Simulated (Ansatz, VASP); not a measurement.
# NiTeSe (1T-NiSeTe 3 layers, AA) in two plane-wave programs, part 2 of 2

One calculation is typed for both programs; each brings its own data sets. How far apart do they land? The cell is taken from a series of runs on this material, whose earlier steps may have relaxed, scaled, displaced or heated it; both programs get it as it stands.

VASP 6.6.1 and Ansatz 0.2.0.

So far: Starting point; VASP: single point, PBEsol with D3(BJ).

### 3. Ansatz: single point, PBEsol with D3(BJ)

Level of this step: Ansatz beside VASP: Kohn-Sham DFT, plane waves, PBEsol with D3(BJ) (Ansatz).

Ansatz runs on its default PAW (the set named soft_2) files.

The same cell, functional, mesh and smearing now go to Ansatz, which takes its cutoff from its data sets.

Contents of input.yaml:

```yaml
crystal:
  lattice:
    - [3.6271622374, 0.0, 0.0]
    - [-1.8135811187, 3.1412146412, 0.0]
    - [0.0, 0.0, 30.1790058169]
  atoms:
    - { symbol: Te, position: [0.6666666667, 0.3333333333, 0.2982205595] }
    - { symbol: Ni, position: [0.0, 0.0, 0.3449259096] }
    - { symbol: Se, position: [0.3333333333, 0.6666666667, 0.3833175202] }
    - { symbol: Te, position: [0.6666666667, 0.3333333333, 0.4590229594] }
    - { symbol: Ni, position: [0.0, 0.0, 0.5047320549] }
    - { symbol: Se, position: [0.3333333333, 0.6666666667, 0.5428729352] }
    - { symbol: Te, position: [0.6666666667, 0.3333333333, 0.619282183] }
    - { symbol: Ni, position: [0.0, 0.0, 0.663764062] }
    - { symbol: Se, position: [0.3333333333, 0.6666666667, 0.7017794405] }
kpoints:
  mp_grid: { grid: [18, 18, 1] }
  band_path:
    path: [[0, 0, 0], [0.5, 0, 0], [0.33333333, 0.33333333, 0], [0, 0, 0]]
    npoints: 16
hamiltonian:
  xc: pbesol
  dispersion: d3bj
scf:
  occupations: { method: fermi_dirac, width: 0.02585 }
  convergence: { dr2_threshold: 1.0e-10 }
efield:
  axis: 3
  dipole_correction: true
  ramp_position: 0.97
  ramp_width: 0.06
  amplitude: 0
output:
  dos: { projected: true, e_range: [-6, 5] }
  bader: true
  write_potential: true
  write_density: true
  volumetric_format: npy
  elf: true
```

Command:

```
> ansatz run input.yaml --threads 4 --pin off --max-ram 12288MiB --backend cpu --events-out ev --progress --plain --runs-dir out
```

Numbers of over 12 decimals in the logs are rounded to 6 here.

The program printed:

```text
Engine: ansatz 0.2.0, aarch64-unknown-linux-gnu
Pseudopotentials: kind: paw
Pseudopotential: Te, paw, valence charge 16, recommended cutoff 420 eV (normal), Te.paw.azcp
Pseudopotential: Ni, paw, valence charge 18, recommended cutoff 420 eV (normal), Ni.paw.azcp
Pseudopotential: Se, paw, valence charge 16, recommended cutoff 420 eV (normal), Se.paw.azcp
Functional definition: PBEsol
  exchange = pbesol_x
  correlation = pbesol_c
Crystal: 9 atoms, lattice volume = 343.850 Å³
Basis set: ecut = 420 eV, 6629 PW (Γ)
Bands: 90, of which v1, the nominal top of the filled ones, is band 75 counted from 1 (74 counted from 0)
Symmetry: 6 space group operations
Space group: P3m1 (ITA 156), of the structure as read, at distance tolerance 7.0e-5 Å
k-points: 37 of 324 (time reversal used)
Non-local potential: Te, projectors of the file, l = 0: 2, l = 1: 2, l = 2: 2, l = 3: 2
Non-local potential: Ni, projectors of the file, l = 0: 3, l = 1: 2, l = 2: 3, l = 3: 1
Non-local potential: Se, projectors of the file, l = 0: 2, l = 1: 2, l = 2: 3, l = 3: 1
PAW form: soft (Blöchl's): semilocal exchange-correlation on the pseudo side does not see the compensation charge
PAW frozen core: Te, regenerated for the run's functional, and the local potential with it (the file was generated under x = pbe(κ = 0.804, μ = 0.219515), c = pbe(β = 0.066725))
PAW frozen core: Ni, regenerated for the run's functional, and the local potential with it (the file was generated under x = pbe(κ = 0.804, μ = 0.219515), c = pbe(β = 0.066725))
PAW frozen core: Se, regenerated for the run's functional, and the local potential with it (the file was generated under x = pbe(κ = 0.804, μ = 0.219515), c = pbe(β = 0.066725))
PAW one-centre angular grid: Te, 590 points (default); XC on 64 Gauss nodes
PAW one-centre angular grid: Ni, 590 points (default); XC on 64 Gauss nodes
PAW one-centre angular grid: Se, 590 points (default); XC on 64 Gauss nodes
Initial density: superposition of atomic densities (neutral atoms: chi_scale 0, normalization atom), corrected by the library's trained network
Initial wavefunctions: pseudopotential atomic-orbital guess
Functional: x = pbesol(κ = 0.804, μ = 0.123457), c = pbesol(β = 0.046)
SCF iter   1: F=—  HF=-54397.718861 eV  |F-HF|=—  |Δ(HF+E_count)|=         —  Δρ=1.11e-2  dr2=6.24e-1  ethr=1.77e-3  p=-0.050 e·Å  D=-2.63e-2 V/Å  ΔV_dip=0.79 eV  dr2_dipole=2.40e-1  V_vac-E_F(+/−)=5.32/4.53 eV  ⟨swp⟩=9.5  Hψ=15358  notcnv=0  defer=67
efield: sawtooth ramp at fractional position 0.9700 (set: `efield.ramp_position`, or a place that a band, a saddle search or an elastic batch's reference lends), width 0.0600; the density the first Hamiltonian is built on has a dipole p = -0.050 e·Å; the dipole correction subtracts the counter field D = -2.63e-2 V/Å, which shifts the + side's vacuum level by +0.79 eV against the − side's; the planar-averaged density in the ramp window peaks in size at 3.6e-5 e/Å³
preconditioner: auto → LDOS  [metal: Δε(μ)=0.008 eV  Ē_g=8.785 eV  σ=0.026 eV  W_gap=0.08  n_scr=100 (ndim 8)  ℏωp=16.3 eV  f_vac=0.497  D(μ)=4.20/eV (n_scr^D=14)  β→1.0]
SCF iter   2: F=—  HF=-54397.740701 eV  |F-HF|=—  |Δ(HF+E_count)|=   2.18e-2  Δρ=1.59e-2  dr2=5.43e-1  ethr=4.16e-4  p=-0.038 e·Å  D=-2.02e-2 V/Å  ΔV_dip=0.61 eV  dr2_dipole=8.73e-3  V_vac-E_F(+/−)=5.15/4.54 eV  ⟨swp⟩=3.0  Hψ=5625  notcnv=0  defer=312
SCF iter   3: F=—  HF=-54397.678281 eV  |F-HF|=—  |Δ(HF+E_count)|=   6.24e-2  Δρ=3.47e-3  dr2=2.32e-2  ethr=3.62e-4  p=-0.039 e·Å  D=-2.03e-2 V/Å  ΔV_dip=0.61 eV  dr2_dipole=2.22e-8  V_vac-E_F(+/−)=5.16/4.54 eV  ⟨swp⟩=2.0  Hψ=3919  notcnv=0  defer=312
SCF iter   4: F=—  HF=-54397.676169 eV  |F-HF|=—  |Δ(HF+E_count)|=   2.11e-3  Δρ=1.34e-3  dr2=4.29e-3  ethr=1.55e-5  p=-0.038 e·Å  D=-1.99e-2 V/Å  ΔV_dip=0.60 eV  dr2_dipole=5.53e-5  V_vac-E_F(+/−)=5.14/4.54 eV  ⟨swp⟩=2.0  Hψ=5838  notcnv=0  defer=312
SCF iter   5: F=—  HF=-54397.675729 eV  |F-HF|=—  |Δ(HF+E_count)|=   4.40e-4  Δρ=2.10e-4  dr2=1.28e-4  ethr=2.86e-6  p=-0.038 e·Å  D=-1.99e-2 V/Å  ΔV_dip=0.60 eV  dr2_dipole=3.72e-6  V_vac-E_F(+/−)=5.14/4.54 eV  ⟨swp⟩=2.0  Hψ=4133  notcnv=0  defer=312
SCF iter   6: F=—  HF=-54397.675940 eV  |F-HF|=—  |Δ(HF+E_count)|=   2.11e-4  Δρ=2.78e-4  dr2=1.85e-4  ethr=8.54e-8  p=-0.038 e·Å  D=-1.99e-2 V/Å  ΔV_dip=0.60 eV  dr2_dipole=3.95e-6  V_vac-E_F(+/−)=5.14/4.54 eV  ⟨swp⟩=3.0  Hψ=6502  notcnv=0  defer=312
SCF iter   7: F=—  HF=-54397.675952 eV  |F-HF|=—  |Δ(HF+E_count)|=   1.20e-5  Δρ=7.79e-5  dr2=1.26e-5  ethr=8.54e-8  p=-0.038 e·Å  D=-1.99e-2 V/Å  ΔV_dip=0.60 eV  dr2_dipole=2.76e-7  V_vac-E_F(+/−)=5.14/4.54 eV  ⟨swp⟩=2.0  Hψ=3488  notcnv=0  defer=312
[...]
SCF iter  10: F=—  HF=-54397.676073 eV  |F-HF|=—  |Δ(HF+E_count)|=   1.90e-7  Δρ=3.22e-6  dr2=3.99e-8  ethr=1.35e-10  p=-0.038 e·Å  D=-1.99e-2 V/Å  ΔV_dip=0.60 eV  dr2_dipole=7.79e-9  V_vac-E_F(+/−)=5.14/4.54 eV  ⟨swp⟩=2.0  Hψ=5506  notcnv=0  defer=312
SCF iter  11: F=—  HF=-54397.676073 eV  |F-HF|=—  |Δ(HF+E_count)|=   1.26e-8  Δρ=1.48e-6  dr2=7.64e-9  ethr=2.66e-11  p=-0.038 e·Å  D=-1.99e-2 V/Å  ΔV_dip=0.60 eV  dr2_dipole=1.12e-9  V_vac-E_F(+/−)=5.14/4.54 eV  ⟨swp⟩=2.0  Hψ=3578  notcnv=0  defer=312
SCF iter  12: F=—  HF=-54397.676073 eV  |F-HF|=—  |Δ(HF+E_count)|=   1.93e-9  Δρ=4.41e-7  dr2=6.25e-10  ethr=5.09e-12  p=-0.038 e·Å  D=-1.99e-2 V/Å  ΔV_dip=0.60 eV  dr2_dipole=6.26e-11  V_vac-E_F(+/−)=5.14/4.54 eV  ⟨swp⟩=2.0  Hψ=3805  notcnv=0  defer=312
SCF iter  13: F=-54397.676073 eV  HF=-54397.676073 eV  |F-HF|=1.67e-10  |Δ(HF+E_count)|=  1.60e-10  Δρ=1.03e-7  dr2=3.14e-11  ethr=1.00e-12  p=-0.038 e·Å  D=-1.99e-2 V/Å  ΔV_dip=0.60 eV  dr2_dipole=4.04e-12  V_vac-E_F(+/−)=5.14/4.54 eV  ⟨swp⟩=14.8  Hψ=15036  notcnv=0
SCF 1 converged in 13 iterations: F = -54397.676073 eV  dr2 = 3.14e-11
  greatest PAW one-centre occupation: 1.001 electrons in one spin orbital (limit 2), on the Ni atom at site 4 (counted from 0), in its partial waves of l = 1
NSCF: frozen V_eff on 49 k-points
efield: sawtooth ramp at fractional position 0.9700 (kept from the solve that this one continues, or follows in the run), width 0.0600; the density the first Hamiltonian is built on has a dipole p = -0.038 e·Å; the dipole correction subtracts the counter field D = -1.99e-2 V/Å, which shifts the + side's vacuum level by +0.60 eV against the − side's; the planar-averaged density in the ramp window peaks in size at 2.8e-5 e/Å³
WARN: The output density's exchange-correlation potential varies sharply where the density is thin. Do not read a vacuum level from v_tot or v_xc, or from such a field of the output density. On a cell that repeats whose density bears no net charge and no dipole along the vacuum's axis use v_es (v_loc + v_h of the components); under efield.dipole_correction with no amplitude use v_es + v_field, which holds any externa [...]
SCF converged after 13 iterations
Free energy (F): -54397.676073 eV
Harris-Foulkes:  -54397.676073 eV  (|F-HF|=1.67e-10)
Internal energy: -54397.667830 eV  (E = F + TS)
E sigma→0 (E₀):  -54397.671951 eV
Entropy (-TS):   -0.008243 eV (-0.916 meV/atom)
Fermi energy:    4.162433 eV
Dipole field:    D = -0.019868 V/Å  (p = -0.037754 e·Å, saw-weighted, corrected)
Work function:   Φ+ = 5.1400 eV   Φ− = 4.5404 eV
Levels:          The Fermi level and band energies are counted from a zero that moves with the ramp; work functions are not
--- Per-component energies (eV) ---
  E_band       = -4033.631006
  E_kinetic    = 1758.899992
  E_local      = -276640.108865  (includes V_loc(G=0)·N_el)
  E_nonlocal   = -784.879833
  E_hartree    = 137321.598017
  E_xc         = -938.777166
  E_vxc        = -941.782091  (∫ρ·V_xc dr)
  E_paw        = -24148.874654  (= ΣΔE_a)
  E_vpaw       = -2069.144042  (= ΣTr[D̂ρ^β])
  E_aug_tail   = -0.000736  (compensation charges beyond the density's cutoff)
  E_efield     = 0.000375  (sawtooth field / dipole correction)
  E_vefield    = 0.188740  (∫n·V_field dr)
  E_ewald      = 109033.102577
  E_disp       = -3.369201  (pairwise vdW)
  E_core_change = 4.741663  (= ΣΔE_core)
  E_smearing   = -0.008243  (= −TS)
  E_closure    = 0.000000  (closes the sum)
  Σ components = -54397.676073   (vs F -54397.676073, Δ=0.00e0)
--- Band table (eV; the first three rows and the last of 37) ---
  k-point 0: bands = [... 71 lower, 4.3563, 4.3563, 4.5400, 5.5271, 5.5271, 5.8683, 5.9268, 5.9268, ... 11 higher]
  k-point 1: bands = [... 71 lower, 4.1401, 4.3063, 4.7500, 5.2327, 5.4859, 5.6938, 5.9095, 5.9383, ... 11 higher]
  k-point 2: bands = [... 71 lower, 3.7950, 4.1543, 4.5076, 4.9543, 5.2560, 5.3739, 5.5059, 5.8623, ... 11 higher]
  k-point 36: bands = [... 71 lower, 2.4089, 2.5328, 2.6096, 2.7575, 3.6194, 4.3030, 4.5753, 5.2883, ... 11 higher]
--- Bader charges: 9 sites ---
  site symbol  charge [e]  shift [e]
     0     Te      0.0543     0.0035
     1     Ni      0.1359     0.0055
     2     Se     -0.3119     0.0020
     3     Te      0.2372     0.0034
     4     Ni      0.1014     0.0053
     5     Se     -0.3443     0.0019
     6     Te      0.2772     0.0035
     7     Ni      0.1050     0.0055
     8     Se     -0.2548     0.0020
  estimated error of the sums over rays = 4.9e-4 e
```

### 4. Side by side

Known differences besides the potentials themselves: the data sets hold 150 valence electrons in Ansatz (on its default PAW (the set named soft_2) files) and 66 in VASP; the cutoff is 420 eV in Ansatz and 520 eV in VASP; Ansatz makes its cores anew for this functional, VASP keeps those of its PBE data sets. Total energies have different zeros and are not compared.

Compared:

| quantity | Ansatz | VASP | difference |
| --- | --- | --- | --- |
| work function, lower of the two faces (eV) | 4.54 | 4.55 | -0.01 |
| work function, higher of the two faces (eV) | 5.14 | 5.14 | 0.00 |

With vacuum in the cell, a pressure given here is an average over mostly empty space and none of the material.

### 5. Results

| Item | Value |
| --- | --- |
| difference in work function, lower of the two faces (single point, PBEsol with D3(BJ)) | -0.011 eV |

**Reading.** The difference in work function, lower of the two faces is -0.011 eV (single point, PBEsol with D3(BJ)). The data sets hold unlike numbers of valence electrons (150 in Ansatz and 66 in VASP), so part of the differences comes from the potentials. How closely two codes agree says nothing of how well the functional describes the real material.

[Lines on the potential files, build, host, timing and source positions are cut from VASP's logs without a mark.]

[Logs are printed without paths, hosts, clocks, repeated set-up lines and the standing remarks that a program may print on its own settings, such as how far it seeks lower states.]

[Hosts, paths, dates, database ids (printed as entryN), source tags and the programs' standing remarks are cut or masked in the printed files.]
